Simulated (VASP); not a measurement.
Computed with r2SCAN meta-GGA, VASP's PBE PAW potentials (set 64) (plane waves; VASP).

VASP ran on this input.

**KPOINTS**
```
Automatic mesh
0
Gamma
18 18 10
0 0 0
```

**POSCAR**
```
Be
1
    1.1329041964    -1.9622474592     0.0000000000
    1.1329041964     1.9622474592     0.0000000000
    0.0000000000     0.0000000000     3.5612626566
Be
2
Direct
  0.3333330000   0.6666670000   0.2500000000
  0.6666670000   0.3333330000   0.7500000000
```

**INCAR**
```
SYSTEM = Be
PREC = Accurate
ENCUT = 480
EDIFF = 1E-7
NELM = 100
ALGO = Normal
LREAL = .FALSE.
LASPH = .TRUE.
ISMEAR = 1
SIGMA = 0.1
METAGGA = R2SCAN
LMIXTAU = .TRUE.
LWAVE = .FALSE.
LCHARG = .FALSE.
ISIF = 3
IBRION = 2
NSW = 40
EDIFFG = -0.01
PSTRESS = 200
```

POTCAR, in this order: Be (PBE.64 set). Program: vasp_std.

What VASP printed:

OSZICAR:
```
       N       E                     dE             d eps       ncg     rms          rms(c)
DAV:   1    -0.429220884703E+01   -0.42922E+01   -0.17822E+03  2700   0.532E+02
DAV:   2    -0.892290974798E+01   -0.46307E+01   -0.43610E+01  4116   0.618E+01
DAV:   3    -0.895878261670E+01   -0.35873E-01   -0.35880E-01  3516   0.463E+00
DAV:   4    -0.895887300844E+01   -0.90392E-04   -0.90391E-04  3894   0.146E-01
DAV:   5    -0.895887308007E+01   -0.71629E-07   -0.71870E-07  3390   0.220E-03    0.130E+00
DAV:   6    -0.867730851672E+01    0.28156E+00   -0.95823E-02  2892   0.296E+00    0.762E-01
DAV:   7    -0.865636066706E+01    0.20948E-01   -0.15034E-02  2886   0.123E+00    0.130E-01
DAV:   8    -0.867799790997E+01   -0.21637E-01   -0.85293E-03  3078   0.889E-01    0.117E-02
DAV:   9    -0.867666344279E+01    0.13345E-02   -0.20432E-04  3402   0.153E-01    0.113E-02
DAV:  10    -0.867641411948E+01    0.24932E-03   -0.20030E-05  3168   0.460E-02    0.664E-03
DAV:  11    -0.867638982935E+01    0.24290E-04   -0.93123E-06  3324   0.233E-02    0.182E-03
DAV:  12    -0.867639198733E+01   -0.21580E-05   -0.28372E-06  3006   0.195E-02    0.191E-04
DAV:  13    -0.867639301828E+01   -0.10309E-05   -0.94473E-09  2898   0.104E-03    0.771E-05
DAV:  14    -0.867639238743E+01    0.63085E-06   -0.87253E-09  1692   0.699E-04    0.323E-05
DAV:  15    -0.867639275393E+01   -0.36650E-06   -0.14444E-09  1554   0.332E-04    0.579E-06
DAV:  16    -0.867639272990E+01    0.24027E-07   -0.29011E-11  1542   0.656E-05
   1 F= -.66998765E+01 E0= -.66998500E+01  d E =-.669988E+01
       N       E                     dE             d eps       ncg     rms          rms(c)
DAV:   1    -0.853552365522E+01    0.14087E+00   -0.47356E-01  2856   0.954E+00    0.294E-01
DAV:   2    -0.853818383993E+01   -0.26602E-02   -0.79778E-03  4038   0.103E+00    0.209E-01
DAV:   3    -0.853284912946E+01    0.53347E-02   -0.46502E-03  2742   0.890E-01    0.964E-02
DAV:   4    -0.853696900177E+01   -0.41199E-02   -0.23085E-03  2826   0.478E-01    0.724E-03
DAV:   5    -0.853694111733E+01    0.27884E-04   -0.12238E-05  3330   0.464E-02    0.355E-03
DAV:   6    -0.853688514913E+01    0.55968E-04   -0.32837E-06  2874   0.207E-02    0.487E-04
DAV:   7    -0.853689224856E+01   -0.70994E-05   -0.68454E-07  3096   0.911E-03    0.201E-04
DAV:   8    -0.853689103834E+01    0.12102E-05   -0.21645E-08  2202   0.158E-03    0.108E-04
DAV:   9    -0.853689123647E+01   -0.19813E-06   -0.11701E-09  1518   0.323E-04    0.201E-05
DAV:  10    -0.853689085022E+01    0.38625E-06   -0.45130E-10  1416   0.293E-04    0.350E-06
DAV:  11    -0.853689090114E+01   -0.50912E-07   -0.11193E-11  1392   0.450E-05
   2 F= -.68296944E+01 E0= -.68296238E+01  d E =-.129818E+00
       N       E                     dE             d eps       ncg     rms          rms(c)
DAV:   1    -0.856631496901E+01   -0.29424E-01   -0.50587E-03  2850   0.976E-01    0.330E-02
DAV:   2    -0.856638965746E+01   -0.74688E-04   -0.10863E-04  3996   0.115E-01    0.231E-02
DAV:   3    -0.856632065681E+01    0.69001E-04   -0.63175E-05  2712   0.106E-01    0.964E-03
DAV:   4    -0.856638855803E+01   -0.67901E-04   -0.33162E-05  2748   0.583E-02    0.749E-04
DAV:   5    -0.856638581350E+01    0.27445E-05   -0.21531E-07  3282   0.618E-03    0.312E-04
DAV:   6    -0.856638654862E+01   -0.73512E-06   -0.63277E-08  2760   0.270E-03    0.416E-05
DAV:   7    -0.856638607821E+01    0.47042E-06   -0.60494E-09  1386   0.769E-04    0.265E-05
DAV:   8    -0.856638618032E+01   -0.10211E-06   -0.31920E-10  1356   0.195E-04    0.148E-05
DAV:   9    -0.856638615897E+01    0.21345E-07   -0.36003E-11  1338   0.613E-05
   3 F= -.68318680E+01 E0= -.68318011E+01  d E =-.131991E+00
       N       E                     dE             d eps       ncg     rms          rms(c)
DAV:   1    -0.857097774860E+01   -0.45916E-02   -0.14399E-04  2856   0.165E-01    0.551E-03
DAV:   2    -0.857098116926E+01   -0.34207E-05   -0.30295E-06  4014   0.193E-02    0.386E-03
DAV:   3    -0.857098154870E+01   -0.37944E-06   -0.17793E-06  2706   0.177E-02    0.165E-03
DAV:   4    -0.857098352624E+01   -0.19775E-05   -0.92539E-07  2742   0.971E-03    0.125E-04
DAV:   5    -0.857098300879E+01    0.51745E-06   -0.57013E-09  1602   0.102E-03    0.525E-05
DAV:   6    -0.857098330001E+01   -0.29122E-06   -0.13401E-09  1368   0.394E-04    0.696E-06
DAV:   7    -0.857098322256E+01    0.77443E-07   -0.17340E-10  1338   0.135E-04
   4 F= -.68318296E+01 E0= -.68317633E+01  d E =-.131953E+00
       N       E                     dE             d eps       ncg     rms          rms(c)
DAV:   1    -0.857146567770E+01   -0.48238E-03   -0.40782E-03  3324   0.438E-01    0.229E-02
DAV:   2    -0.857146452255E+01    0.11551E-05   -0.15767E-05  3084   0.374E-02    0.141E-02
DAV:   3    -0.857146146334E+01    0.30592E-05   -0.22810E-06  3582   0.145E-02    0.406E-04
DAV:   4    -0.857146313167E+01   -0.16683E-05   -0.62928E-07  3168   0.909E-03    0.210E-04
DAV:   5    -0.857146247598E+01    0.65569E-06   -0.13750E-07  2988   0.434E-03    0.924E-05
DAV:   6    -0.857146252352E+01   -0.47539E-07   -0.12844E-09  1518   0.366E-04
   5 F= -.68321800E+01 E0= -.68321090E+01  d E =-.350422E-03
       N       E                     dE             d eps       ncg     rms          rms(c)
DAV:   1    -0.857145640924E+01    0.60667E-05   -0.19876E-05  3324   0.306E-02    0.162E-03
DAV:   2    -0.857145639673E+01    0.12504E-07   -0.76372E-08  3006   0.260E-03
   6 F= -.68321819E+01 E0= -.68321109E+01  d E =-.352312E-03
       N       E                     dE             d eps       ncg     rms          rms(c)
DAV:   1    -0.856714056964E+01    0.43158E-02   -0.12584E-04  2790   0.155E-01    0.515E-03
DAV:   2    -0.856714040249E+01    0.16716E-06   -0.26713E-06  4044   0.182E-02    0.361E-03
DAV:   3    -0.856713605787E+01    0.43446E-05   -0.15483E-06  2712   0.167E-02    0.158E-03
DAV:   4    -0.856713742413E+01   -0.13663E-05   -0.80710E-07  2760   0.910E-03    0.117E-04
DAV:   5    -0.856713793865E+01   -0.51452E-06   -0.52956E-09  1578   0.981E-04    0.525E-05
DAV:   6    -0.856713760571E+01    0.33294E-06   -0.11617E-09  1386   0.361E-04    0.637E-06
DAV:   7    -0.856713767816E+01   -0.72454E-07   -0.16158E-10  1356   0.133E-04
   7 F= -.68322174E+01 E0= -.68321460E+01  d E =-.355008E-04
```

**OUTCAR**
```
------------------------ aborting loop because EDIFF is reached ----------------------------------------
  FORCE on cell =-STRESS in cart. coord.  units (eV):
  Direction    XX          YY          ZZ          XY          YZ          ZX
  --------------------------------------------------------------------------------------
  Total        1.7395054      1.7395050      1.7396989      0.0000000      0.0000000      0.0000000
  in kB      200.5285680    200.5285282    200.5508798      0.0000000      0.0000000      0.0000000
  external PRESSURE =       0.5359920 kB  Pullay stress =     200.0000000 kB
  volume of cell :       13.90
      direct lattice vectors                 reciprocal lattice vectors
     1.080638288 -1.871720233  0.000000000     0.462689510 -0.267133940 -0.000000000
     1.080638288  1.871720233  0.000000000     0.462689510  0.267133940 -0.000000000
     0.000000000 -0.000000000  3.435649304    -0.000000000 -0.000000000  0.291065796
 POSITION                                       TOTAL-FORCE (eV/Angst)
 -----------------------------------------------------------------------------------
      1.08064      0.62391      0.85891         0.000000     -0.000000      0.000000
      1.08064     -0.62391      2.57674        -0.000000      0.000000      0.000000
 -----------------------------------------------------------------------------------
    total drift:                                0.000000     -0.000004      0.000005
  FREE ENERGIE OF THE ION-ELECTRON SYSTEM (eV)
  ---------------------------------------------------
  free  energy   TOTEN  =        -8.5671376782 eV

  energy  without entropy=       -8.5669235116  energy(sigma->0) =       -8.56706629
  enthalpy is  TOTEN    =        -6.8322174075 eV   P V=        1.7349202706

 reached required accuracy - stopping structural energy minimisation
```
(Selected blocks of OUTCAR.)

CONTCAR:
```
Be
   1.00000000000000
     1.0806382876192377   -1.8717202328605833    0.0000000000000000
     1.0806382876192377    1.8717202328605833    0.0000000000000000
     0.0000000000000000   -0.0000000000000000    3.4356493044178595
  Be
     2
Direct
     0.3333330000000032    0.6666669999999968    0.2500000000000000
     0.6666669999999968    0.3333330000000032    0.7500000000000000
```

Energy and stress use the plane-wave basis of the starting cell.

The compound is Be in the hcp structure. This run relaxes it under an external pressure of 20 GPa. Symmetry was kept, so distortions that lower it aren't found.
